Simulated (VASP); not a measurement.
```
MgTe
1.0
    2.35296    -4.07544     0.00000
    2.35296     4.07544     0.00000
    0.00000     0.00000     7.65072
Mg Te
2 2
Cartesian
  2.35296  -1.35848   3.82344
  2.35296   1.35848   7.64880
  2.35296  -1.35848   6.70395
  2.35296   1.35848   2.87859
```

All values below come from RPBE GGA, VASP's PBE PAW potentials (set 64) (plane waves; VASP). Numerical set-up: 520 eV cut-off, 6×6×3 Γ-centred mesh, Gaussian smearing of 0.050 eV, potentials Mg Te.

Unless said otherwise, spin-orbit coupling is left out, though it shifts the bands of the heavy elements here.

Predict the energy per atom (σ→0), band gap (on the k-mesh) with the smallest direct gap where there is one.

```json
{
 "band gap (on the k-mesh)": "2.27 eV",
 "smallest direct gap (on the k-mesh)": "2.27 eV",
 "energy per atom (σ→0)": "-2.976 eV/atom"
}
```

The absolute energy has meaning only against runs of the same code, potentials and settings.

The compound is MgTe in the wurtzite structure. This cell is one point of a volume scan, at 1.03 of the reference volume.
